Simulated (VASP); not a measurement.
Input:

```yaml
crystal:
  lattice:
    - [0.00000, 2.22089, 2.22089]
    - [2.22089, 0.00000, 2.22089]
    - [2.22089, 2.22089, 0.00000]
  atoms:
    - { symbol: Hf, position: [0.00000, 0.00000, 0.00000] }
    - { symbol: N, position: [0.50000, 0.50000, 0.50000] }
```

The numbers are results of PBE GGA, VASP's PBE PAW potentials (set 64) (plane waves; VASP), not measurements. Run with 520 eV cut-off, 14×14×14 Γ-centred mesh, first-order Methfessel-Paxton smearing of 0.10 eV, potentials Hf_pv N.

Unless said otherwise, spin-orbit coupling is left out, though it shifts the bands of the heavy elements here.

Q: Predict the energy per atom (σ→0), pressure, band gap (on the k-mesh) with the smallest direct gap where there is one.

A: 
```
Item                                                         Value
------------------------  ----------------------------------------
band gap (on the k-mesh)  none (metal, semimetal or under 0.01 eV)
energy per atom (σ→0)                              -10.837 eV/atom
pressure                                                 19.17 GPa
```

Total energies compare only between runs with the same potentials, cut-off and functional.

The compound is HfN in the rock salt structure. This cell is one point of a volume scan, at 0.94 of the reference volume. The electron count is odd and the run is not spin-polarised, which forces a metal.
